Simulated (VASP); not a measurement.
Method: LDA (Ceperley-Alder, Perdew-Zunger), VASP's LDA PAW potentials (set 64) (plane waves; VASP).

VASP ran on this input.

**POSCAR**
```
TiCo
1
    2.9900000000     0.0000000000     0.0000000000
    0.0000000000     2.9900000000     0.0000000000
    0.0000000000     0.0000000000     2.9900000000
Ti Co
1 1
Direct
  0.0000000000   0.0000000000   0.0000000000
  0.5000000000   0.5000000000   0.5000000000
```

**KPOINTS**
```
Automatic mesh
0
Gamma
11 11 11
0 0 0
```

### INCAR
```
SYSTEM = TiCo
PREC = Accurate
ENCUT = 520
EDIFF = 1E-6
NELM = 100
ALGO = Normal
LREAL = .FALSE.
LASPH = .TRUE.
ISMEAR = 1
SIGMA = 0.1
LMAXMIX = 4
LWAVE = .FALSE.
LCHARG = .FALSE.
IBRION = 2
ISIF = 3
NSW = 60
EDIFFG = -0.01
```

POTCAR, in this order: Ti_sv Co (LDA.64 set). Program: vasp_std.

Output of the run:

File OSZICAR:
```
       N       E                     dE             d eps       ncg     rms          rms(c)
DAV:   1     0.151344377941E+03    0.15134E+03   -0.10428E+04  1568   0.187E+03
DAV:   2    -0.101932185601E+02   -0.16154E+03   -0.15878E+03  1598   0.410E+02
DAV:   3    -0.196931163693E+02   -0.94999E+01   -0.94132E+01  2534   0.109E+02
DAV:   4    -0.199679681089E+02   -0.27485E+00   -0.27363E+00  1926   0.151E+01
DAV:   5    -0.199783595365E+02   -0.10391E-01   -0.10391E-01  2264   0.270E+00    0.128E+01
DAV:   6    -0.178149075337E+02    0.21635E+01   -0.13857E+01  2086   0.563E+01    0.587E+00
DAV:   7    -0.208584295301E+02   -0.30435E+01   -0.30458E+01  2642   0.516E+01    0.254E+01
DAV:   8    -0.174605878549E+02    0.33978E+01   -0.20321E+01  2394   0.428E+01    0.164E+00
DAV:   9    -0.174889594501E+02   -0.28372E-01   -0.30186E-01  1968   0.511E+00    0.181E+00
DAV:  10    -0.174758648374E+02    0.13095E-01   -0.70372E-02  2296   0.338E+00    0.583E-01
DAV:  11    -0.174733763211E+02    0.24885E-02   -0.73855E-03  2160   0.925E-01    0.330E-01
DAV:  12    -0.174725569455E+02    0.81938E-03   -0.30949E-03  2254   0.492E-01    0.756E-02
DAV:  13    -0.174725110766E+02    0.45869E-04   -0.15469E-04  2160   0.112E-01    0.394E-02
DAV:  14    -0.174725002338E+02    0.10843E-04   -0.49319E-05  2408   0.694E-02    0.605E-03
DAV:  15    -0.174724998787E+02    0.35509E-06   -0.48445E-06  1830   0.243E-02
   1 F= -.17472500E+02 E0= -.17472700E+02  d E =-.174725E+02
       N       E                     dE             d eps       ncg     rms          rms(c)
DAV:   1    -0.281749826184E+02   -0.10702E+02   -0.23470E+02  1628   0.226E+02    0.331E+01
DAV:   2    -0.327551961310E+02   -0.45802E+01   -0.16473E+02  1664   0.203E+02    0.340E+01
DAV:   3    -0.175591745459E+02    0.15196E+02   -0.63770E+01  2180   0.113E+02    0.975E+00
DAV:   4    -0.171898594037E+02    0.36932E+00   -0.47454E+00  1984   0.228E+01    0.491E+00
DAV:   5    -0.173409897081E+02   -0.15113E+00   -0.11913E+00  2462   0.124E+01    0.464E+00
DAV:   6    -0.173349782808E+02    0.60114E-02   -0.73880E-01  2382   0.102E+01    0.226E+00
DAV:   7    -0.173915450084E+02   -0.56567E-01   -0.14238E-01  2472   0.308E+00    0.536E-01
DAV:   8    -0.174005928705E+02   -0.90479E-02   -0.36160E-02  2222   0.135E+00    0.207E-01
DAV:   9    -0.174014585478E+02   -0.86568E-03   -0.28707E-03  1860   0.530E-01    0.111E-01
DAV:  10    -0.174013796671E+02    0.78881E-04   -0.72828E-04  2312   0.294E-01    0.101E-02
DAV:  11    -0.174013814405E+02   -0.17734E-05   -0.21909E-05  1644   0.498E-02    0.100E-02
DAV:  12    -0.174013811833E+02    0.25716E-06   -0.45021E-06  1768   0.196E-02
   2 F= -.17401381E+02 E0= -.17401658E+02  d E =0.711187E-01
       N       E                     dE             d eps       ncg     rms          rms(c)
DAV:   1    -0.208584743514E+02   -0.34571E+01   -0.74733E+01  1704   0.149E+02    0.162E+01
DAV:   2    -0.254019524996E+02   -0.45435E+01   -0.75700E+01  2464   0.108E+02    0.350E+01
DAV:   3    -0.176594255055E+02    0.77425E+01   -0.62684E+01  2388   0.756E+01    0.468E+00
DAV:   4    -0.176247441663E+02    0.34681E-01   -0.12010E+00  1748   0.992E+00    0.346E+00
DAV:   5    -0.175923246689E+02    0.32419E-01   -0.36226E-01  2302   0.570E+00    0.223E+00
DAV:   6    -0.175929250319E+02   -0.60036E-03   -0.10943E-02  1852   0.101E+00    0.204E+00
DAV:   7    -0.175963138040E+02   -0.33888E-02   -0.19515E-01  2240   0.483E+00    0.484E-01
DAV:   8    -0.175956945749E+02    0.61923E-03   -0.14503E-02  1944   0.153E+00    0.308E-01
DAV:   9    -0.175958577579E+02   -0.16318E-03   -0.24610E-03  1996   0.598E-01    0.765E-02
DAV:  10    -0.175958606788E+02   -0.29209E-05   -0.41488E-04  2414   0.166E-01    0.317E-02
DAV:  11    -0.175958565311E+02    0.41477E-05   -0.10939E-04  1954   0.127E-01    0.163E-02
DAV:  12    -0.175958558093E+02    0.72182E-06   -0.69041E-06  1784   0.389E-02
   3 F= -.17595856E+02 E0= -.17596249E+02  d E =-.123356E+00
       N       E                     dE             d eps       ncg     rms          rms(c)
DAV:   1    -0.175968776106E+02   -0.10211E-02   -0.20912E-02  1670   0.233E+00    0.280E-01
DAV:   2    -0.175984739251E+02   -0.15963E-02   -0.23034E-02  2126   0.202E+00    0.557E-01
DAV:   3    -0.175959928662E+02    0.24811E-02   -0.17265E-02  2324   0.159E+00    0.102E-01
DAV:   4    -0.175959193855E+02    0.73481E-04   -0.37947E-04  2082   0.199E-01    0.413E-02
DAV:   5    -0.175959209292E+02   -0.15437E-05   -0.64812E-05  2166   0.540E-02    0.217E-02
DAV:   6    -0.175959290886E+02   -0.81593E-05   -0.17602E-05  2078   0.311E-02    0.185E-02
DAV:   7    -0.175959292558E+02   -0.16722E-06   -0.13323E-05  2298   0.379E-02    0.219E-03
DAV:   8    -0.175959292839E+02   -0.28112E-07   -0.32465E-07   790   0.611E-03
   4 F= -.17595929E+02 E0= -.17596325E+02  d E =-.123429E+00
```

**OUTCAR**
```
------------------------ aborting loop because EDIFF is reached ----------------------------------------
  FORCE on cell =-STRESS in cart. coord.  units (eV):
  Direction    XX          YY          ZZ          XY          YZ          ZX
  --------------------------------------------------------------------------------------
  Total       -0.0181121     -0.0181121     -0.0181121     -0.0000000     -0.0000000      0.0000000
  in kB       -1.1882193     -1.1882193     -1.1882193     -0.0000000     -0.0000000      0.0000000
  external PRESSURE =      -1.1882193 kB  Pullay stress =       0.0000000 kB
  volume of cell :       24.42
      direct lattice vectors                 reciprocal lattice vectors
     2.901310698 -0.000000000  0.000000000     0.344671807  0.000000000 -0.000000000
    -0.000000000  2.901310698  0.000000000     0.000000000  0.344671807  0.000000000
     0.000000000 -0.000000000  2.901310698    -0.000000000 -0.000000000  0.344671807
 POSITION                                       TOTAL-FORCE (eV/Angst)
 -----------------------------------------------------------------------------------
      0.00000      0.00000      0.00000        -0.000000      0.000000      0.000000
      1.45066      1.45066      1.45066         0.000000     -0.000000      0.000000
 -----------------------------------------------------------------------------------
    total drift:                                0.000000      0.000000     -0.000000
  FREE ENERGIE OF THE ION-ELECTRON SYSTEM (eV)
  ---------------------------------------------------
  free  energy   TOTEN  =       -17.5959292839 eV

  energy  without entropy=      -17.5971160178  energy(sigma->0) =      -17.59632486

 reached required accuracy - stopping structural energy minimisation
```
(Selected blocks of OUTCAR.)

CONTCAR:
```
TiCo
   1.00000000000000
     2.9013106979524808   -0.0000000000000000    0.0000000000000000
    -0.0000000000000000    2.9013106979524808    0.0000000000000000
     0.0000000000000000   -0.0000000000000000    2.9013106979524808
  Ti              Co
     1     1
Direct
     0.0000000000000000    0.0000000000000000    0.0000000000000000
     0.5000000000000000    0.5000000000000000    0.5000000000000000
```

Energy and stress use the plane-wave basis of the starting cell.

The compound is TiCo in the CsCl type structure. This run relaxes it. Symmetry was kept, so distortions that lower it aren't found. The run is not spin-polarised, so no magnetic state was tried. The electron count is odd and the run is not spin-polarised, which forces a metal.
